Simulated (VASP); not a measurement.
InAs (zinc blende): the mBJ gap over mesh and path against the volume, with the cell scaled uniformly; LDA's own equilibrium is at 27.434 Å³/atom. VASP (PAW), 400 eV cut-off, 12×12×12 Γ-centred mesh, Gaussian smearing of 0.050 eV, potentials In_d As. mBJ is a potential without an energy functional, so only the levels count.  Fit the value as a straight line in ln V.

```json
[
 {"V (Å³/atom)": "24.965", "mBJ gap over mesh and path (eV)": "1.256"},
 {"V (Å³/atom)": "25.788", "mBJ gap over mesh and path (eV)": "1.086"},
 {"V (Å³/atom)": "26.611", "mBJ gap over mesh and path (eV)": "0.920"},
 {"V (Å³/atom)": "27.434", "mBJ gap over mesh and path (eV)": "0.758"},
 {"V (Å³/atom)": "28.257", "mBJ gap over mesh and path (eV)": "0.600"},
 {"V (Å³/atom)": "29.08", "mBJ gap over mesh and path (eV)": "0.446"}
]
```

Task: Fit the rows as the text says and predict the value at 24.142.

Result: The slope against ln V is -5.31 eV, the volume deformation potential of this gap. The line misses the rows by up to 0.002 and gives 1.436 at 24.142. The run gave 1.428, -0.008 from the line.

Left out are failed runs and those whose mesh is unfit for this quantity.

The compound is InAs in the zinc blende structure.
